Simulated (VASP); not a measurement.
Data:

```xyz
4
Lattice="3.8760 0.0000 0.0000 0.0000 3.8760 0.0000 0.0000 0.0000 4.9368" Properties=species:S:1:pos:R:3 pbc="T T T"
Sn     1.9380     0.0000     3.7618
Sn     0.0000     1.9380     1.1750
O      1.9380     1.9380     0.0000
O      0.0000     0.0000     0.0000
```

All values below come from PBE GGA, VASP's PBE PAW potentials (set 64) (plane waves; VASP). Run with 520 eV cut-off, 5×5×4 Γ-centred mesh, Gaussian smearing of 0.050 eV, potentials Sn_d O.

### Question
Predict the energy per atom (σ→0), largest force.

### Answer

```
Item                                   Result
---------------------  ----------------------
energy per atom (σ→0)  -547.9 kJ/mol of atoms
largest force                      0.318 eV/Å
```

Only differences to runs with the same potentials and settings are physical.

The compound is SnO in the litharge structure. The cell was not relaxed at this level.
